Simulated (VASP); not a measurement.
Here is the system:

```yaml
crystal:
  lattice:
    - [0.00000, 3.06745, 3.06745]
    - [3.06745, 0.00000, 3.06745]
    - [3.06745, 3.06745, 0.00000]
  atoms:
    - { symbol: Ga, position: [0.00000, 0.00000, 0.00000] }
    - { symbol: Sb, position: [0.25000, 0.25000, 0.25000] }
```

These are PBE GGA with D3 dispersion (Becke-Johnson damping), VASP's PBE PAW potentials (set 64) (plane waves; VASP 6.6.1) values and carry that method's errors. Run with 520 eV cut-off, Gaussian smearing of 0.050 eV, potentials Ga_d Sb.

Q: Give the energies of bands 7 to 12 at the high-symmetry points, in eV from the Fermi level.

A: 
| band | Γ | X | U | L | W |
|---|---|---|---|---|---|
| 7 | -0.02 | -6.77 | -6.60 | -6.32 | -6.65 |
| 8 | 0.00 | -2.55 | -3.57 | -1.14 | -3.31 |
| 9 | 0.00 | -2.55 | -2.17 | -1.14 | -3.09 |
| 10 | 0.00 | 0.91 | 1.41 | 0.39 | 3.65 |
| 11 | 2.78 | 1.27 | 3.86 | 3.75 | 4.32 |
| 12 | 2.78 | 8.63 | 6.56 | 3.75 | 4.39 |

It has no gap at this level: it comes out as a metal or semimetal.

The compound is GaSb in the zinc blende structure. It was relaxed first.
